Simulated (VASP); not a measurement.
A convergence study with VASP on HfC (rock salt): a few settings are varied, all else stays as given below, so the limit is that of these other settings.

```
HfC
1.0
    0.00000     2.32000     2.32000
    2.32000     0.00000     2.32000
    2.32000     2.32000     0.00000
Hf C
1 1
Cartesian
  0.00000   0.00000   0.00000
  2.32000   2.32000   2.32000
```

The numbers are results of PBE GGA, VASP's PBE PAW potentials (set 64) (plane waves; VASP), not measurements. The last row used: 700 eV cut-off, 21×21×21 Γ-centred mesh, second-order Methfessel-Paxton smearing of 0.40 eV, potentials Hf_pv C.

| setting | E (eV/atom) | pressure (GPa) | irreducible k-points |
|---|---|---|---|
| ISMEAR = -1, SIGMA = 0.01, 7×7×7 mesh | (withheld) | (withheld) | 20 |
| ISMEAR = -1, SIGMA = 0.2, 7×7×7 mesh | -10.5208 | 1.10 | 20 |
| ISMEAR = 0, SIGMA = 0.01, 7×7×7 mesh | -10.5195 | 1.22 | 20 |
| ISMEAR = 0, SIGMA = 0.2, 7×7×7 mesh | -10.5209 | 1.04 | 20 |
| ISMEAR = 1, SIGMA = 0.01, 7×7×7 mesh | -10.5195 | 1.22 | 20 |
| ISMEAR = 1, SIGMA = 0.2, 7×7×7 mesh | -10.5204 | 1.05 | 20 |
| ISMEAR = 2, SIGMA = 0.01, 7×7×7 mesh | -10.5195 | 1.22 | 20 |
| ISMEAR = 2, SIGMA = 0.2, 7×7×7 mesh | -10.5202 | 1.07 | 20 |
| ISMEAR = -1, SIGMA = 0.05, 15×15×15 mesh | -10.5239 | 0.99 | 120 |
| ISMEAR = -1, SIGMA = 0.2, 15×15×15 mesh | -10.5237 | 1.04 | 120 |
| ISMEAR = 0, SIGMA = 0.05, 15×15×15 mesh | -10.5237 | 0.98 | 120 |
| ISMEAR = 0, SIGMA = 0.2, 15×15×15 mesh | -10.5242 | 0.99 | 120 |
| ISMEAR = 1, SIGMA = 0.05, 15×15×15 mesh | -10.5237 | 0.97 | 120 |
| ISMEAR = 1, SIGMA = 0.2, 15×15×15 mesh | -10.5240 | 0.99 | 120 |
| ISMEAR = 2, SIGMA = 0.05, 15×15×15 mesh | -10.5237 | 0.96 | 120 |
| ISMEAR = 2, SIGMA = 0.2, 15×15×15 mesh | -10.5239 | 0.99 | 120 |
| ISMEAR = -1, SIGMA = 0.05, 21×21×21 mesh | -10.5247 | 0.99 | 286 |
| ISMEAR = -1, SIGMA = 0.4, 21×21×21 mesh | -10.5153 | 1.46 | 286 |
| ISMEAR = 0, SIGMA = 0.05, 21×21×21 mesh | -10.5248 | 0.99 | 286 |
| ISMEAR = 0, SIGMA = 0.4, 21×21×21 mesh | -10.5243 | 1.01 | 286 |
| ISMEAR = 1, SIGMA = 0.05, 21×21×21 mesh | -10.5248 | 0.99 | 286 |
| ISMEAR = 1, SIGMA = 0.4, 21×21×21 mesh | -10.5246 | 0.97 | 286 |
| ISMEAR = 2, SIGMA = 0.05, 21×21×21 mesh | -10.5248 | 0.99 | 286 |
| ISMEAR = 2, SIGMA = 0.4, 21×21×21 mesh | -10.5246 | 0.98 | 286 |

**Question.** Some entries are withheld; supply them.

**Answer.** 
- ISMEAR = -1, SIGMA = 0.01, 7×7×7 mesh, E (eV/atom): -10.5196
- ISMEAR = -1, SIGMA = 0.01, 7×7×7 mesh, pressure (GPa): 1.18

Left out are rungs that failed or repeat a setting and relaxations that didn't move; long series are thinned to 24 rows.

The compound is HfC in the rock salt structure. The cell was not relaxed at this level.
